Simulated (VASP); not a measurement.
## Si: energy against strain

Si (diamond, Fd-3m, 20.119 Å³/atom and stress up to 0.01 GPa in the relaxed cell, cube axes along x, y and z) under an equal strain ε along x and y, with z held. r2SCAN in VASP (plane waves, PAW), 480 eV, 10×10×10 Γ-centred mesh, Gaussian smearing 0.05 eV; ions are relaxed, or left where forces stay under 0.02 eV/Å, within the symmetry of each cell.

Here s stands for strain and y for E less E0.

```
strain (%)  E less E0 (meV/atom)
----------  --------------------
-3.00                          ?
-1.50                       6.77
-1.00                       2.99
-0.50                       0.74
0.00                        0.00
0.50                        0.70
1.00                        2.81
1.50                        6.27
```

Taking a parabola for y over the 7 complete rows: Least squares gives y = -0.002 - 0.1357·s + 2.8990·s². Residuals (row less fit): 0.046, -0.043, -0.051, 0.002, 0.045, 0.049, -0.047; standard error 0.057 (degrees of freedom: 4). Twice the quadratic coefficient over the volume, 2 × 2.8990 meV × 10⁴ × 0.1602 / 20.119 Å³, is the elastic constants 2(C11 + C12) = 462 ± 4 GPa (± standard error of the fit, which holds the terms cut off).

Problem. What does the fit predict for y at s = -3.00, and how far is the calculated value from it?

Solution. y = -0.002 - 0.1357 × (-3.0) + 2.8990 × (-3.0)² = 26.496 meV/atom. The calculation gives 27.89 meV/atom, 1.394 meV/atom above the prediction (5.0 % of the range of y in the table). The row lies outside the fitted rows, so this is an extrapolation. From the scatter of the fitted rows alone, a prediction at this place has a standard error of 0.219 meV/atom, so the miss is 6.4 times that.

A polynomial of degree 3 through the 12 other runs of the series gives 27.87 there, so most of the miss is curvature that the fit leaves out. Rows are the converged runs of the series near zero and its far end; series whose fitted rows scatter by over a few per cent of the range, as at a crossing or softening among them, aren't shown in this form, nor equations of state whose B0' disagrees with the runs' pressures. Most that stay on the fit to the last digits aren't either.
